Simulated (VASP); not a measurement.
Calculation: PBEsol GGA, VASP's PBE PAW potentials (set 64) (plane waves; VASP 6.6.1).

VASP ran on this input.

KPOINTS:
```
Automatic mesh
0
Gamma
7 7 7
0 0 0
```

### INCAR
```
SYSTEM=LuSe
PREC=Accurate; ENCUT=400; LREAL=.FALSE.
LASPH=.TRUE.
EDIFF=1E-6; NELM=100; ALGO=Normal
LMAXMIX=6
ISMEAR=0; SIGMA=0.05
GGA=PS
IBRION=2; NSW=60; ISIF=3
EDIFFG=-0.01
LWAVE=.FALSE.; LCHARG=.FALSE.
```

File POSCAR:
```
LuSe
1.0
  0.0000000000   2.7880000000   2.7880000000
  2.7880000000   0.0000000000   2.7880000000
  2.7880000000   2.7880000000   0.0000000000
Se Lu
1 1
direct
  0.5000000000   0.5000000000   0.5000000000
  0.0000000000   0.0000000000   0.0000000000
```

POTCAR, in this order: Se Lu_3 (PBE.64 set). Program: vasp_std.

The resulting files:

### OUTCAR
```
 ion  position               nearest neighbor table
   1  0.500  0.500  0.500-   2 2.79   2 2.79   2 2.79   2 2.79   2 2.79   2 2.79
   2  0.000  0.000  0.000-   1 2.79   1 2.79   1 2.79   1 2.79   1 2.79   1 2.79
  LATTYP: Found a face centered cubic cell.
 ALAT       =     5.5760000000
 Subroutine PRICEL returns:
 Original cell was already a primitive cell.
 Subroutine GETGRP returns: Found 48 space group operations
The static configuration has the point symmetry O_h .
The dynamic configuration has the point symmetry O_h .
 Subroutine INISYM returns: Found 48 space group operations
 Subroutine IBZKPT returns following result:
 Found     20 irreducible k-points:

 Following reciprocal coordinates:
            Coordinates               Weight
  0.000000  0.000000  0.000000      1.000000
  0.142857  0.000000  0.000000      8.000000
  0.285714  0.000000  0.000000      8.000000
  0.428571  0.000000  0.000000      8.000000
  0.142857  0.142857  0.000000      6.000000
  0.285714  0.142857  0.000000     24.000000
  0.428571  0.142857  0.000000     24.000000
 -0.428571  0.142857  0.000000     24.000000
 -0.285714  0.142857  0.000000     24.000000
...
```

OSZICAR:
```
       N       E                     dE             d eps       ncg     rms          rms(c)
DAV:   1     0.423001923260E+02    0.42300E+02   -0.63560E+03   714   0.119E+03
DAV:   2    -0.976104234965E+01   -0.52061E+02   -0.48232E+02   760   0.426E+02
DAV:   3    -0.121054052293E+02   -0.23444E+01   -0.23125E+01   730   0.534E+01
DAV:   4    -0.121389953619E+02   -0.33590E-01   -0.28316E-01   769   0.407E+00
DAV:   5    -0.121442852285E+02   -0.52899E-02   -0.39502E-02   748   0.472E-01    0.205E+01
DAV:   6    -0.120623634420E+02    0.81922E-01   -0.23756E-01   760   0.774E+00    0.128E+01
DAV:   7    -0.120755014153E+02   -0.13138E-01   -0.14180E-01   781   0.722E+00    0.773E-01
DAV:   8    -0.120697590526E+02    0.57424E-02   -0.31610E-02   816   0.248E+00    0.145E-01
DAV:   9    -0.120697648672E+02   -0.58146E-05   -0.69627E-04   619   0.245E-01    0.653E-02
DAV:  10    -0.120697656339E+02   -0.76672E-06   -0.35955E-05   792   0.888E-02    0.219E-02
DAV:  11    -0.120697651250E+02    0.50894E-06   -0.12734E-05   683   0.282E-02    0.205E-02
DAV:  12    -0.120697644197E+02    0.70528E-06   -0.13547E-06   358   0.212E-02
   1 F= -.12069764E+02 E0= -.12068757E+02  d E =-.120698E+02
       N       E                     dE             d eps       ncg     rms          rms(c)
DAV:   1    -0.120996371184E+02   -0.29872E-01   -0.87571E-01   448   0.302E+01    0.147E+00
DAV:   2    -0.120790157030E+02    0.20621E-01   -0.39961E-02   702   0.320E+00    0.739E-01
DAV:   3    -0.120705462676E+02    0.84694E-02   -0.23641E-02   689   0.280E+00    0.261E-01
DAV:   4    -0.120705121252E+02    0.34142E-04   -0.33051E-04   714   0.252E-01    0.195E-01
DAV:   5    -0.120704949400E+02    0.17185E-04   -0.14844E-04   727   0.332E-01    0.400E-02
DAV:   6    -0.120704951807E+02   -0.24070E-06   -0.11920E-05   721   0.407E-02    0.380E-03
DAV:   7    -0.120704951367E+02    0.43967E-07   -0.41192E-07   340   0.988E-03
   2 F= -.12070495E+02 E0= -.12069446E+02  d E =-.730717E-03
       N       E                     dE             d eps       ncg     rms          rms(c)
DAV:   1    -0.120780281347E+02   -0.75330E-02   -0.17397E-01   451   0.132E+01    0.659E-01
DAV:   2    -0.120738695401E+02    0.41586E-02   -0.81067E-03   715   0.145E+00    0.336E-01
DAV:   3    -0.120721536843E+02    0.17159E-02   -0.48406E-03   678   0.127E+00    0.115E-01
DAV:   4    -0.120721451289E+02    0.85554E-05   -0.67517E-05   722   0.112E-01    0.856E-02
DAV:   5    -0.120721387916E+02    0.63373E-05   -0.28242E-05   724   0.143E-01    0.177E-02
DAV:   6    -0.120721385089E+02    0.28270E-06   -0.10726E-06   353   0.181E-02
   3 F= -.12072139E+02 E0= -.12071112E+02  d E =-.237409E-02
```

**OUTCAR**
```
------------------------ aborting loop because EDIFF is reached ----------------------------------------
  FORCE on cell =-STRESS in cart. coord.  units (eV):
  Direction    XX          YY          ZZ          XY          YZ          ZX
  --------------------------------------------------------------------------------------
  Total        0.0004038      0.0004038      0.0004038     -0.0000000      0.0000000      0.0000000
  in kB        0.0151307      0.0151307      0.0151307     -0.0000000      0.0000000      0.0000000
  external PRESSURE =       0.0151307 kB  Pullay stress =       0.0000000 kB
  volume of cell :       42.75
      direct lattice vectors                 reciprocal lattice vectors
     0.000000000  2.775316927  2.775316927    -0.180159605  0.180159605  0.180159605
     2.775316927  0.000000000  2.775316927     0.180159605 -0.180159605  0.180159605
     2.775316927  2.775316927  0.000000000     0.180159605  0.180159605 -0.180159605
 POSITION                                       TOTAL-FORCE (eV/Angst)
 -----------------------------------------------------------------------------------
      2.77532      2.77532      2.77532         0.000000      0.000000      0.000000
      0.00000      0.00000      0.00000        -0.000000     -0.000000     -0.000000
 -----------------------------------------------------------------------------------
    total drift:                                0.000000      0.000000      0.000000
  FREE ENERGIE OF THE ION-ELECTRON SYSTEM (eV)
  ---------------------------------------------------
  free  energy   TOTEN  =       -12.0721385089 eV

  energy  without entropy=      -12.0700848336  energy(sigma->0) =      -12.07111167

 reached required accuracy - stopping structural energy minimisation
```
(Selected blocks of OUTCAR.)

File CONTCAR:
```
LuSe
   1.00000000000000
     0.0000000000000000    2.7753169266024749    2.7753169266024749
     2.7753169266024749    0.0000000000000000    2.7753169266024749
     2.7753169266024749    2.7753169266024749    0.0000000000000000
  Se              Lu
     1     1
Direct
     0.5000000000000000    0.5000000000000000    0.5000000000000000
     0.0000000000000000    0.0000000000000000    0.0000000000000000
```

File OUTCAR:
```
 val. band max:        6.0776261809   @ k =   0.1429   0.0000   0.0000

 cond. band min:       6.2985124683   @ k =   0.4286   0.1429   0.0000


 Fermi energy:         6.2921654577

 k-point     1 :       0.0000    0.0000    0.0000
  band No.  band energies     occupation
      1     -21.6468      2.00000
      2     -21.6468      2.00000
      3     -21.6468      2.00000
      4      -9.7372      2.00000
      5       3.0857      2.00000
      6       3.0857      2.00000
      7       3.0857      2.00000
      8       5.9590      2.00000
      9       5.9590      2.00000
     10       5.9590      2.00000
     11       6.5430      0.00000

 k-point     2 :       0.1429    0.0000    0.0000
  band No.  band energies     occupation
      1     -21.6877      2.00000
      2     -21.6498      2.00000
      3     -21.6498      2.00000
      4      -9.5153      2.00000
      5       1.6655      2.00000
      6       2.4643      2.00000
      7       2.4643      2.00000
      8       6.0776      2.00000
      9       6.3708      0.02614
     10       6.3708      0.02614
     11       7.9005      0.00000

 k-point     3 :       0.2857    0.0000    0.0000
  band No.  band energies     occupation
      1     -21.7775      2.00000
      2     -21.6564      2.00000
      3     -21.6564      2.00000
      4      -8.9640      2.00000
      5      -0.2564      2.00000
      6       1.5718      2.00000
      7       1.5718      2.00000
      8       6.4268      0.00014
      9       7.3738      0.00000
     10       7.3738      0.00000
     11       9.9984      0.00000

 k-point     4 :       0.4286    0.0000    0.0000
  band No.  band energies     occupation
      1     -21.8473      2.00000
      2     -21.6617      2.00000
      3     -21.6617      2.00000
      4      -8.4426      2.00000
      5      -1.4827      2.00000
      6       1.0582      2.00000
      7       1.0582      2.00000
      8       7.3606      0.00000
      9       8.6695      0.00000
...
```

The structure comes from a measured LuSe entry (Fm-3m) of the Crystallography Open Database, whose conditions weren't checked. This run relaxes it. Symmetry was kept, so distortions that lower it aren't found. The electron count is odd and the run is not spin-polarised, which forces a metal.
